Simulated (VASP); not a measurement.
The input files of a VASP run:

**INCAR**
```
LASPH=.TRUE.
ISMEAR=0   ! Gaussian
ISIF=3
EDIFF=1E-6   ! SCF stop (eV)
SYSTEM=MgZn3Te4
GGA=PE
PREC=Accurate
LCHARG=.FALSE.
ENCUT=400
EDIFFG=-0.02   ! ionic stop
LREAL=.FALSE.   ! projection in real space or not
ALGO=Normal
SIGMA=0.05   ! width (eV)
NSW=60   ! most ionic steps
IBRION=2
NELM=100
LWAVE=.FALSE.
LMAXMIX=4
```

File KPOINTS:
```
Automatic mesh
0
Gamma
3 3 3
0 0 0
```

### POSCAR
```
MgZn3Te4
1.0
  6.2514442505   0.0000000000   0.0000000000
  0.0000000000   6.2514442505   0.0000000000
  0.0000000000   0.0000000000   6.2514442505
Zn Te Mg
3 4 1
Cart
  0.0000000000   0.0000000000   0.0000000000
  3.1257221252   3.1257221252   0.0000000000
  3.1257221252   0.0000000000   3.1257221252
  1.6041481898   1.5215739354   1.5215739354
  4.6472960607   4.7298703151   1.5215739354
  4.6472960607   1.5215739354   4.7298703151
  1.6041481898   4.7298703151   4.7298703151
  0.0000000000   3.1257221252   3.1257221252
```

POTCAR, in this order: Zn Te Mg (PBE.64 set). Program: vasp_std.

### Question
Write an equivalent input for Quantum ESPRESSO's pw.x.

### Answer
One equivalent input (not run):
```
&CONTROL
  calculation = 'vc-relax'
  pseudo_dir = './pseudo'
  outdir = './out'
  tprnfor = .true.
  tstress = .true.
  nstep = 60
  forc_conv_thr = 0.00078
/
&SYSTEM
  ibrav = 0
  nat = 8
  ntyp = 3
  ecutwfc = 84
  occupations = 'smearing'
  smearing = 'gaussian'
  degauss = 0.003675
  input_dft = 'pbe'
/
&ELECTRONS
  conv_thr = 7.3e-08
  electron_maxstep = 100
/
&IONS
/
&CELL
/
ATOMIC_SPECIES
  Zn 65.380 Zn.upf
  Te 127.600 Te.upf
  Mg 24.305 Mg.upf
CELL_PARAMETERS angstrom
     6.2514443    0.0000000    0.0000000
     0.0000000    6.2514443    0.0000000
     0.0000000   -0.0000000    6.2514443
ATOMIC_POSITIONS crystal
  Zn   0.0000000  0.0000000  0.0000000
  Zn   0.5000000  0.5000000  0.0000000
  Zn   0.5000000  0.0000000  0.5000000
  Te   0.2566044  0.2433956  0.2433956
  Te   0.7433956  0.7566044  0.2433956
  Te   0.7433956  0.2433956  0.7566044
  Te   0.2566044  0.7566044  0.7566044
  Mg   0.0000000  0.5000000  0.5000000
K_POINTS automatic
  3 3 3 0 0 0
```
What does not carry over: the potentials are each code's own (VASP's PAW set, PseudoDojo norm-conserving files in pw.x), so ENCUT and ecutwfc are chosen apart and not converted; conv_thr bounds pw.x's estimated SCF error, while EDIFF bounds the energy change between steps; forc_conv_thr acts on force components and is met together with etot_conv_thr.

The structure was generated: MgZn3Te4 was put into an ordered model structure (P-43m), which need not be its known phase. This run relaxes it. Symmetry was kept, so distortions that lower it aren't found. The start is the result of an earlier pass.
